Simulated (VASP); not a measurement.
Level of theory: PBE GGA, VASP's PBE PAW potentials (set 64) (plane waves; VASP 6.6.1).

VASP ran on this input.

### INCAR
```
ALGO=Normal
EDIFF=1E-6
EDIFFG=-0.02
ENCUT=620
GGA=PE
IBRION=2
ISIF=3
ISMEAR=1
ISPIN=2
LASPH=.TRUE.
LCHARG=.FALSE.
LMAXMIX=4
LORBIT=10
LREAL=.FALSE.
LWAVE=.FALSE.
MAGMOM=2.5 -2.5 -0.0 2*0.0 -0.0
NELM=100
NSW=40
PREC=Accurate
PSTRESS=450
SIGMA=0.1
SYSTEM=MnO2
```

POSCAR:
```
MnO2
1.0
  4.2646890971   0.0000000000   0.0000000000
  0.0000000000   4.2646890971   0.0000000000
  0.0000000000   0.0000000000   2.7896218846
Mn O
2 4
Cart
  0.0000000000   0.0000000000   0.0000000000
  2.1323445485   2.1323445485   1.3948109423
  1.2882682315   1.2882682315   0.0000000000
  3.4206127801   0.8440763170   1.3948109423
  0.8440763170   3.4206127801   1.3948109423
  2.9764208656   2.9764208656   0.0000000000
```

**KPOINTS**
```
Automatic
0
gamma
  7 7 11
```

POTCAR, in this order: Mn_pv O (PBE.64 set). Program: vasp_std.

Question: What will the output report for the number of irreducible k-points (NKPTS), largest plane-wave count, number of space-group operations, FFT grid (NGX, NGY, NGZ)?

Answer: 
```yaml
number of irreducible k-points (NKPTS): 60
largest_plane_wave_count: 1811
number_of_space_group_operations: 16
FFT grid (NGX, NGY, NGZ): 36 × 36 × 24
```

The compound is MnO2 in the rutile structure. This run relaxes it under an external pressure of 45 GPa. Symmetry was kept, so distortions that lower it aren't found.
